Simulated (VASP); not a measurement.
# Si2B2W (P6/mmm) in VASP: a series of runs

The runs below take Si2B2W through single point, relaxation of cell and atoms, with PBE.

Program: VASP 6.6.1. These are calculated values, not measurements. Logs are shortened: lines on timing, memory, paths and dates and some standing lists are left out, and cuts for length are marked.

## 1. The cell of the first run

Symmetry: P6/mmm, No. 191, hexagonal system. Conventional cell: a = 4.155 Å, b = 4.155 Å, c = 4.061 Å, α = 90.00°, β = 90.00°, γ = 120.00°. Si (site symmetry -6m2) is surrounded by 2 B at 2.03 Å. B (site symmetry -6m2) is surrounded by 2 Si at 2.03 Å. W (site symmetry 6/mmm) has 6 B at 2.40 Å as nearest neighbours.

The cell was built by a generator and needn't be a form met in nature.

## 2. Single point, PBE (random cell by space group and Wyckoff sites (P6/mmm, No. 191))

File INCAR:

```
ALGO = Fast
EDIFF = 1E-6
ENCUT = 520
GGA = PE
ISIF = 2
ISMEAR = 0
LASPH = T
LCHARG = F
LREAL = F
LWAVE = F
NBANDS = 22
NELM = 60
PREC = Accurate
SIGMA = 0.1
```

File KPOINTS:

```
k-points
0
Gamma
  12 12 10
```

File POSCAR:

```
Si2B2W
1.0
    4.1552446132      0.0000000000      0.0000000000
   -2.0776223066      3.5985473940      0.0000000000
    0.0000000000      0.0000000000      4.0610397988
Si B W
2 2 1
Direct
    0.3333333333      0.6666666667      0.5000000000
    0.6666666667      0.3333333333      0.5000000000
    0.3333333333      0.6666666667      0.0000000000
    0.6666666667      0.3333333333      0.0000000000
    0.0000000000      0.0000000000      0.0000000000
```

Potentials or basis: VASP PAW PBE potentials, release 64 (Si, B, W_sv).

Launch:

```
> cat potpaw_PBE.64/Si/POTCAR potpaw_PBE.64/B/POTCAR potpaw_PBE.64/W_sv/POTCAR > POTCAR
> mpirun -np 1 vasp_std > vasp.out
```

OUTCAR:

```text
EDIFF = 1E-6
   ENCUT = 520
   GGA = PE
   ISIF = 2
   ISMEAR = 0
   LASPH = T
   LREAL = F
   NELM = 60
   PREC = Accurate

 ion  position               nearest neighbor table
   1  0.333  0.667  0.500-   3 2.03   3 2.03   2 2.40   2 2.40   2 2.40   5 3.14   5 3.14   5 3.14
                             5 3.14   5 3.14   5 3.14
   2  0.667  0.333  0.500-   4 2.03   4 2.03   1 2.40   1 2.40   1 2.40   5 3.14   5 3.14   5 3.14
                             5 3.14   5 3.14   5 3.14
   3  0.333  0.667  0.000-   1 2.03   1 2.03   5 2.40   5 2.40   5 2.40
   4  0.667  0.333  0.000-   2 2.03   2 2.03   5 2.40   5 2.40   5 2.40
   5  0.000  0.000  0.000-   3 2.40   4 2.40   4 2.40   3 2.40   4 2.40   3 2.40   1 3.14   2 3.14
                             1 3.14   2 3.14   2 3.14   1 3.14   2 3.14   1 3.14   2 3.14   1 3.14

  LATTYP: Found a hexagonal cell.
 ALAT       =     4.1552446132
 C/A-ratio  =     0.9773286959

  Lattice vectors:

 A1 = (   4.1552446132,   0.0000000000,   0.0000000000)
 A2 = (  -2.0776223066,   3.5985473940,   0.0000000000)
 A3 = (   0.0000000000,   0.0000000000,   4.0610397988)

Analysis of symmetry for initial positions (statically):
=====================================================================
 Subroutine PRICEL returns:
 Original cell was already a primitive cell.

 Routine SETGRP: Setting up the symmetry group for a
 hexagonal supercell.

 Subroutine GETGRP returns: Found 24 space group operations
 (whereof 24 operations were pure point group operations)
 out of a pool of 24 trial point group operations.

The static configuration has the point symmetry D_6h.

Analysis of symmetry for dynamics (positions and initial velocities):
=====================================================================
 Subroutine PRICEL returns:
 Original cell was already a primitive cell.

 Routine SETGRP: Setting up the symmetry group for a
 hexagonal supercell.

 Subroutine GETGRP returns: Found 24 space group operations
 (whereof 24 operations were pure point group operations)
 out of a pool of 24 trial point group operations.

The dynamic configuration has the point symmetry D_6h.

 Subroutine INISYM returns: Found 24 space group operations
 (whereof 24 operations are pure point group operations),
 and found     1 'primitive' translations

----------------------------------------------------------------------------------------
[... 101 lines left out ...]
   EDIFFG = 0.1E-04   stopping-criterion for IOM
   NSW    =      0    number of steps for IOM
   IBRION =     -1    ionic relax: 0-MD 1-quasi-New 2-CG
   NFREE  =      0    steps in history (QN), initial steepest desc. (CG)
   ISIF   =      2    stress and relaxation
   ISYM   =      2    0-nonsym 1-usesym 2-fastsym
   POTIM  = 0.5000    time-step for ionic-motion
   TEBEG  =    0.0;   TEEND  =   0.0 temperature during run
   PSTRESS=    0.0 pullay stress
   NELECT =      28.0000    total number of electrons
   NUPDOWN=      -1.0000    fix difference up-down
   EMIN   =  10.00;   EMAX   =-10.00  energy-range for DOS
   EFERMI =   0.00;   METHOD = LEGACY
   ISMEAR =     0;   SIGMA  =   0.10  broadening in eV -4-tet -1-fermi 0-gaus
   EFERMI_NEDOS =   21; number of points for ismear=-14 and -15
   IALGO  =     68    algorithm
   IMIX   =      4    mixing-type and parameters
     AMIX     =   0.40;   BMIX     =  1.00
     AMIX_MAG =   1.60;   BMIX_MAG =  1.00
  volume/ion in A,a.u.               =      12.14        81.96
  Fermi-wavevector in a.u.,A,eV,Ry     =   1.264757  2.390045 21.764025  1.599611
  Thomas-Fermi vector in A             =   2.398046
   LORBIT       =      0    0 simple, 1 ext, 2 COOP (PROOUT), +10 PAW based schemes
   GGA     = PE    functional components
   LHFCALC =     F    Hartree Fock is set to
   AEXX    =    0.0000 exact exchange contribution
   IVDW    =     0    specifies the selected vdW correction
   LEPSILON=     F    determine dielectric tensor
   LRPA    =     F    only Hartree local field effects (RPA)
 non-spin polarized calculation
 RMM-DIIS sequential band-by-band and
 Gauss-broadening in eV      SIGMA  =   0.10
  energy-cutoff  :      520.00
  volume of cell :       60.72
 maximum number of plane-waves:      1660
 NGX is ok and might be reduce to    32
   NGX = 15   NGY = 15   NGZ = 15

 number of electron      28.0000002 magnetization

 Free energy of the ion-electron system (eV)
  ---------------------------------------------------
  ext. energy  EPLUGINS =         0.00000000
  ---------------------------------------------------
  free energy    TOTEN  =       -31.91988139 eV

  energy without entropy =      -31.90176580  energy(sigma->0) =      -31.91082359

 E-fermi :   9.1949     XC(G=0): -11.8755

 val. band max:        9.1942818332   @ k =   0.1667   0.1667   0.0000
 cond. band min:       9.2091748391   @ k =   0.2500   0.0833   0.1000
 fundamental gap:      0.0148930059
 Fermi energy:         9.1948984086

 k-point     1 :       0.0000    0.0000    0.0000
  band No.  band energies     occupation
      1     -65.0837      2.00000
      2     -29.4997      2.00000
      3     -29.1482      2.00000
      4     -29.1482      2.00000
      5      -4.6948      2.00000
      6       2.8890      2.00000
[... 589 lines left out ...]
     21      15.7011      0.00000
     22      17.1124      0.00000

 [... further k-points ...]

------------------------ aborting loop because EDIFF is reached ----------------------------------------

  FORCE on cell =-STRESS in cart. coord.  units (eV):
  Direction    XX          YY          ZZ          XY          YZ          ZX
  --------------------------------------------------------------------------------------
  -------------------------------------------------------------------------------------
  Total        0.0365604      0.0365604     -0.0118688      0.0000000     -0.0000000     -0.0000000
  in kB        0.9646281      0.9646281     -0.3131520      0.0000000     -0.0000000     -0.0000000
  external PRESSURE =       0.5387014 kB  Pullay stress =       0.0000000 kB

 VOLUME and BASIS-vectors are now :
 -----------------------------------------------------------------------------
  energy-cutoff  :      520.00
  volume of cell :       60.72
      direct lattice vectors                 reciprocal lattice vectors
     4.155244613  0.000000000  0.000000000     0.240659719  0.138944953  0.000000000
    -2.077622307  3.598547394  0.000000000     0.000000000  0.277889907  0.000000000
     0.000000000  0.000000000  4.061039799     0.000000000  0.000000000  0.246242354

 POSITION                                       TOTAL-FORCE (eV/Angst)
 -----------------------------------------------------------------------------------
     -0.00000      2.39903      2.03052         0.000000      0.000000      0.000000
      2.07762      1.19952      2.03052         0.000000      0.000000     -0.000000
     -0.00000      2.39903      0.00000        -0.000000      0.000000     -0.000000
      2.07762      1.19952      0.00000         0.000000     -0.000000      0.000000
      0.00000      0.00000      0.00000         0.000000      0.000000     -0.000000
 -----------------------------------------------------------------------------------
    total drift:                                0.000000     -0.000000     -0.000000

  FREE ENERGIE OF THE ION-ELECTRON SYSTEM (eV)
  ---------------------------------------------------
  free  energy   TOTEN  =       -31.9198813851 eV

  energy  without entropy=      -31.9017657970  energy(sigma->0) =      -31.91082359
```

OSZICAR:

```text
N       E                     dE             d eps       ncg     rms          rms(c)
DAV:   1     0.161074445733E+03    0.16107E+03   -0.13136E+04  5016   0.124E+03
DAV:   2    -0.293867792008E+02   -0.19046E+03   -0.18256E+03  5620   0.319E+02
DAV:   3    -0.371292859083E+02   -0.77425E+01   -0.74360E+01  6384   0.568E+01
DAV:   4    -0.372491734760E+02   -0.11989E+00   -0.11964E+00  6002   0.710E+00
DAV:   5    -0.372509219191E+02   -0.17484E-02   -0.17481E-02  6338   0.869E-01    0.207E+01
RMM:   6    -0.333955102779E+02    0.38554E+01   -0.23677E+01  6176   0.226E+01    0.701E+00
RMM:   7    -0.319453597612E+02    0.14502E+01   -0.26160E+00  5633   0.928E+00    0.461E+00
RMM:   8    -0.319258265884E+02    0.19533E-01   -0.35514E-01  6655   0.252E+00    0.194E+00
RMM:   9    -0.319196412526E+02    0.61853E-02   -0.50061E-02  6422   0.130E+00    0.265E-01
RMM:  10    -0.319197305343E+02   -0.89282E-04   -0.11607E-02  6707   0.585E-01    0.153E-01
RMM:  11    -0.319198655007E+02   -0.13497E-03   -0.18671E-03  6643   0.272E-01    0.834E-02
RMM:  12    -0.319198858814E+02   -0.20381E-04   -0.50921E-04  6448   0.148E-01    0.294E-02
RMM:  13    -0.319198795815E+02    0.62999E-05   -0.12521E-04  6424   0.840E-02    0.146E-02
RMM:  14    -0.319198811113E+02   -0.15298E-05   -0.34369E-05  6564   0.418E-02    0.664E-03
RMM:  15    -0.319198813851E+02   -0.27384E-06   -0.76310E-06  5611   0.185E-02
   1 F= -.31919881E+02 E0= -.31910824E+02  d E =-.181156E-01
```

Wall time 76 s (1 thread of Intel Xeon Platinum 8488C (Sapphire Rapids), shared host); peak memory 0.28 GiB.

What came out:

```yaml
Free_energy: -31.9199 eV
Pressure: 0.1 GPa
Band_gap_on_the_k_mesh: none (metal or under the smearing width)
```

Levels at points of the mesh, in eV from the Fermi level:
```csv
k point,band 10,band 11,band 12,band 13,band 14,band 15,band 16,band 17,band 18,band 19
"(0.00, 0.00, 0.00)",-5.19,-1.23,-0.48,-0.48,-0.36,-0.36,0.08,0.08,0.44,5.84
"(0.50, 0.00, 0.00)",-3.60,-3.26,-3.08,-1.46,-0.92,-0.34,1.00,2.15,3.28,3.40
"(0.00, 0.00, 0.50)",-3.67,-2.55,-2.55,-2.16,-2.16,-0.17,1.41,1.98,1.98,5.40
"(0.50, 0.00, 0.50)",-3.20,-2.91,-2.03,-1.27,0.26,1.08,1.56,2.56,3.07,3.88
```

Spin-orbit coupling is left out, which matters for the levels of W.

## 3. Relaxation of cell and atoms, PBE (random cell by space group and Wyckoff sites (P6/mmm, No. 191))

File INCAR:

```
SYSTEM = Si2B2W
ALGO = Normal ; EDIFF = 1E-6
EDIFFG = -0.01 ; ENCUT = 600
GGA = PE ; IBRION = 2
ISIF = 3 ; ISMEAR = 0
LASPH = .True. ; LCHARG = .False.
LREAL = .False. ; LWAVE = .False.
NELM = 100 ; NSW = 100
PREC = Accurate ; SIGMA = 0.1
```

File KPOINTS:

```
k-points
0
Gamma
  12 12 10
  0 0 0
```

Changes to POSCAR since step 2:

```diff
@@ -2,5 +2,5 @@
 1.0
-    4.1552446132      0.0000000000      0.0000000000
-   -2.0776223066      3.5985473940      0.0000000000
-    0.0000000000      0.0000000000      4.0610397988
+    4.0707156525      0.0000000000      0.0000000000
+   -2.0353578263      3.5253431667      0.0000000000
+    0.0000000000      0.0000000000      4.2950940197
 Si B W
```

Potentials or basis: VASP PAW PBE potentials, release 64 (Si, B, W_sv).

Launch:

```
> cat potpaw_PBE.64/Si/POTCAR potpaw_PBE.64/B/POTCAR potpaw_PBE.64/W_sv/POTCAR > POTCAR
> mpirun -np 1 vasp_std > vasp.out
```

Run time: 7.5 min. Hardware: 1 thread of Intel Xeon Platinum 8488C (Sapphire Rapids), shared host; peak memory 0.33 GiB.

The run converged. Its results:

```
Free energy                            : -31.9218 eV
Relaxed volume                         : 12.15 Å³/atom
Relaxed cell                           : a = 4.157 Å, b = 4.157 Å, c = 4.059 Å, α = 90.00°, β = 90.00°, γ = 120.00°
Space group after relaxing (to 0.05 Å) : P6/mmm (No. 191)
Energy gained by relaxing              : 10.7 meV/atom
Ionic steps                            : 10
Pressure after relaxing                : 0.0 GPa
Band gap on the k mesh                 : none (metal or under the smearing width)
```

The path:
```csv
step,energy change (eV),largest force (eV/Å),pressure (GPa),volume (Å³)
1,0.0000,0.0000,-0.21,61.64
2,-0.0314,0.0000,-0.62,61.48
3,-0.0470,0.0000,-0.89,61.28
4,-0.0220,0.0000,-0.13,60.77
5,-0.0499,0.0000,-0.94,61.20
6,-0.0524,0.0000,-0.89,61.05
7,-0.0524,0.0000,-0.94,61.11
8,-0.0526,0.0000,-0.93,61.09
9,-0.0510,0.0000,1.52,60.19
10,-0.0536,0.0000,-0.01,60.74
```

Final structure:
```
Si B W
1.0
     4.15712    0.00000    0.00000
    -2.07856    3.60018    0.00000
     0.00000    0.00000    4.05854
Si B W
2 2 1
Direct
  0.33333 0.66667 0.50000
  0.66667 0.33333 0.50000
  0.33333 0.66667 0.00000
  0.66667 0.33333 0.00000
  0.00000 0.00000 0.00000
```

Levels at points of the mesh, in eV from the Fermi level:
| k point | band 12 | band 13 | band 14 | band 15 | band 16 | band 17 |
| --- | --- | --- | --- | --- | --- | --- |
| (0.00, 0.00, 0.00) | -0.49 | -0.49 | -0.36 | -0.36 | 0.09 | 0.09 |
| (0.50, 0.00, 0.00) | -3.06 | -1.47 | -0.92 | -0.33 | 1.01 | 2.14 |
| (0.00, 0.00, 0.50) | -2.55 | -2.16 | -2.16 | -0.17 | 1.42 | 1.97 |
| (0.50, 0.00, 0.50) | -2.03 | -1.27 | 0.26 | 1.09 | 1.56 | 2.55 |

Spin-orbit coupling is left out, which matters for the levels of W.
